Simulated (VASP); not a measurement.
Input:

```xyz
2
Lattice="2.9615 0.0000 0.0000 0.0000 2.9615 0.0000 0.0000 0.0000 2.9171" Properties=species:S:1:pos:R:3 pbc="T T T"
Cr     0.0000     0.0000     0.0000
Cr     1.4807     1.4807     1.4585
```
Starting moments (μB, in the order of the record's atoms Cr Cr): 2.7 -2.7.

Computed with r2SCAN meta-GGA, VASP's PBE PAW potentials (set 64) (plane waves; VASP 6.6.1). Run with 480 eV cut-off, 12×12×12 Γ-centred mesh, first-order Methfessel-Paxton smearing of 0.10 eV, potentials Cr_pv.

Estimate the cell moment, energy per atom (σ→0), pressure, band gap (on the k-mesh) with the smallest direct gap where there is one.

```
Property                                                     Value
------------------------  ----------------------------------------
band gap (on the k-mesh)  none (metal, semimetal or under 0.01 eV)
cell moment                                                0.00 μB
energy per atom (σ→0)                              -15.069 eV/atom
pressure                                                 17.0 kbar
```

Give the moment on each site (PAW-sphere projection).

| site | moment (μB) |
|---|---|
| Cr1 | 2.62 |
| Cr2 | -2.62 |

Total energies compare only between runs with the same potentials, cut-off and functional.

The compound is Cr in the bcc, AFM order structure. This cell was strained or had an atom moved on purpose.
